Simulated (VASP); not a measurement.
```
Zr
1.0
    1.61500    -2.79726     0.00000
    1.61500     2.79726     0.00000
    0.00000     0.00000     5.15000
Zr
2
Cartesian
  1.61500   0.93242   1.28750
  1.61500  -0.93242   3.86250
```

All values below come from PBE GGA, VASP's PBE PAW potentials (set 64) (plane waves; VASP 6.6.1). Run with 400 eV cut-off, 12×12×7 Γ-centred mesh, first-order Methfessel-Paxton smearing of 0.10 eV, potentials Zr_sv.

### Question
Predict the energy per atom (σ→0), band gap (on the k-mesh) with the smallest direct gap where there is one.

### Answer

```
Item                                                         Value
------------------------  ----------------------------------------
band gap (on the k-mesh)  none (metal, semimetal or under 0.01 eV)
energy per atom (σ→0)                               -8.517 eV/atom
```

Total energies compare only between runs with the same potentials, cut-off and functional.

The compound is Zr in the hcp structure. The cell was not relaxed at this level.
